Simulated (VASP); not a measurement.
Method: vdW-DF2, VASP's PBE PAW potentials (set 64) (plane waves; VASP).

VASP ran on this input.

### POSCAR
```
SnO
1.0
  3.9681807065   0.0000000000   0.0000000000
  0.0000000000   3.9681807065   0.0000000000
  0.0000000000   0.0000000000   5.1994402124
Sn O
2 2
Direct
  0.5000000000   0.0000000000   0.7750173897
  0.0000000000   0.5000000000   0.2249826103
  0.5000000000   0.5000000000   0.0000000000
  0.0000000000   0.0000000000   0.0000000000
```

KPOINTS:
```
Regular mesh
0
gamma
 5 5 4
0 0 0
```

INCAR:
```
AGGAC  =  0.0
ALGO  =  Normal
EDIFF  =  1E-6
EDIFFG  =  -0.02
ENCUT  =  520
GGA  =  ML
IBRION  =  2
ISIF  =  3
ISMEAR  =  0
LASPH  =  T
LCHARG  =  F
LMAXMIX  =  4
LREAL  =  F
LUSE_VDW  =  T
LWAVE  =  F
NELM  =  100
NSW  =  60
PREC  =  Accurate
SIGMA  =  0.05
SYSTEM  =  SnO
ZAB_VDW  =  -1.8867
```

POTCAR, in this order: Sn_d O (PBE.64 set). Program: vasp_std.

Energy and stress use the plane-wave basis of the starting cell.

Problem. What does the run give for the energy per atom (σ→0), volume per atom?

Solution. 
```json
{
 "energy per atom (σ→0)": "-3.223 eV/atom",
 "volume_per_atom": "21.35 Å³/atom"
}
```

### OSZICAR
```
...
DAV:   2    -0.128966513378E+02    0.29851E-01   -0.15260E-01  1064   0.338E+00    0.471E-01
DAV:   3    -0.128917310824E+02    0.49203E-02   -0.13325E-02  1120   0.176E+00    0.241E-01
DAV:   4    -0.128902467460E+02    0.14843E-02   -0.43855E-03  1072   0.988E-01    0.627E-02
DAV:   5    -0.128902318105E+02    0.14936E-04   -0.13782E-03  1192   0.421E-01    0.356E-02
DAV:   6    -0.128902114729E+02    0.20338E-04   -0.16709E-04  1176   0.104E-01    0.110E-02
DAV:   7    -0.128902136290E+02   -0.21561E-05   -0.13694E-05  1000   0.286E-02    0.388E-03
DAV:   8    -0.128902134038E+02    0.22520E-06   -0.28297E-06   760   0.142E-02
   9 F= -.12890213E+02 E0= -.12890213E+02  d E =-.355461E-03
```

The compound is SnO in the litharge structure. This run relaxes it. Symmetry was kept, so distortions that lower it aren't found. The start is the result of an earlier pass.
